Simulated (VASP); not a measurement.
Set up this calculation in VASP 6.6.1, as the native input.

* Task: single point
* Functional: r2SCAN
* Potentials or basis: VASP PAW PBE potentials, release 64 (Ir, Se)
* Cutoff: 520 eV
* k mesh: 11 × 11 × 11
* Occupations: fermi-dirac, width 0.1 eV
* Spin: no spin polarisation
* Dipole correction: no
* Further INCAR settings: ALGO = Normal; EDIFF = 1e-06; NBANDS = 14

Crystal: IrSe.

```
CELL_PARAMETERS angstrom
0.00000 2.55506 2.55506
2.55506 0.00000 2.55506
2.55506 2.55506 0.00000
ATOMIC_POSITIONS crystal
Ir 0.00000 0.00000 0.00000
Se 0.50000 0.50000 0.50000
```

The cell was built by a generator and needn't be a form met in nature.

One way to write it, as run:

POSCAR

```
IrSe
1.0
    0.0000000000      2.5550630000      2.5550630000
    2.5550630000      0.0000000000      2.5550630000
    2.5550630000      2.5550630000      0.0000000000
Ir Se
1 1
Direct
    0.0000000000      0.0000000000      0.0000000000
    0.5000000000      0.5000000000      0.5000000000
```

INCAR.step1

```
PREC = Accurate
ENCUT = 520
ISMEAR = -5
SIGMA = 0.1
LREAL = F
LASPH = T
NELM = 80
LMAXMIX = 4
NBANDS = 14
GGA = PE
ALGO = Normal
EDIFF = 1E-4
LWAVE = T
LCHARG = F
```

INCAR.step2

```
PREC = Accurate
ENCUT = 520
EDIFF = 1E-6
ISMEAR = -1
SIGMA = 0.1
LREAL = F
LASPH = T
NELM = 80
ALGO = Normal
ISIF = 2
LWAVE = F
LCHARG = F
LMAXMIX = 4
METAGGA = R2SCAN
LMIXTAU = T
LORBIT = 11
NBANDS = 14
ISTART = 1
```

KPOINTS

```
regular mesh
0
Gamma
  11 11 11
```

Potentials or basis: VASP PAW PBE potentials, release 64 (Ir, Se).

Command:

```bash
$ cat potpaw_PBE.64/Ir/POTCAR potpaw_PBE.64/Se/POTCAR > POTCAR
$ cp INCAR.step1 INCAR
$ mpirun -np 1 vasp_std > vasp.out
$ cp INCAR.step2 INCAR
$ mpirun -np 1 vasp_std > vasp.out
```

It gave:

```json
{"Pressure": "5.5 GPa", "Band gap on the k mesh": "none (metal or under the smearing width)", "Valence electrons inside the program's atomic spheres": "Ir 8.29; Se 3.90"}
```

Caveat: the PAW data sets were made with another functional, which shifts forces and pressure a little.

It took 66 s on 1 thread of Intel(R) Xeon(R) Platinum 8488C (Sapphire Rapids), on a shared host, peak memory 0.18 GiB.
